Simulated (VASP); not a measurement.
VASP input:

### KPOINTS
```
K-points
0
gamma
  14 14 8
0 0 0
```

**INCAR**
```
SYSTEM  =  Zn
PREC  =  Accurate; ENCUT  =  480; LREAL  =  F
LASPH  =  T
EDIFF  =  1E-7; NELM  =  100; ALGO  =  Normal
LMAXMIX  =  4
ISMEAR  =  1; SIGMA  =  0.1
GGA  =  PS
IBRION  =  2; NSW  =  40; ISIF  =  3
EDIFFG  =  -0.01; PSTRESS  =  300
LWAVE  =  F; LCHARG  =  F
```

POSCAR:
```
Zn
1
    1.2532452099    -2.1706849206     0.0000000000
    1.2532452099     2.1706849206    -0.0000000000
   -0.0000000000     0.0000000000     4.2362452654
Zn
2
Direct
  0.3333330000   0.6666670000   0.2500000000
  0.6666670000   0.3333330000   0.7500000000
```

POTCAR, in this order: Zn (PBE.64 set). Program: vasp_std.

Task: Write an equivalent input for Ansatz.

Result: One equivalent input (not run):
Ansatz 0.2 input:
```yaml
crystal:
  lattice:
    - [1.2532452, -2.1706849, 0.0000000]
    - [1.2532452, 2.1706849, 0.0000000]
    - [0.0000000, 0.0000000, 4.2362453]
  atoms:
    - { symbol: Zn, position: [0.3333330, 0.6666670, 0.2500000] }
    - { symbol: Zn, position: [0.6666670, 0.3333330, 0.7500000] }
kpoints:
  mp_grid: { grid: [14, 14, 8] }
hamiltonian:
  xc: pbesol
  pseudopotentials: { kind: paw }
scf:
  occupations: { method: methfessel_paxton, width: 0.1 }
  max_iter: 100
relax:
  max_steps: 40
  f_tol: 0.01
  cell: { p_target: 30 }
output: { forces: true, stress: true, eigenvalues: true }
```
The two are equivalent in intent, not identical: each code has its own PAW files, so the cut-off isn't converted (ENCUT is set for VASP's; basis.ecutwfc is left out, and Ansatz then takes the one that its files recommend); Ansatz stops its SCF on the density residual and VASP on the energy change (EDIFF).

The compound is Zn in the hcp structure. It was relaxed first under an external pressure of 30 GPa.
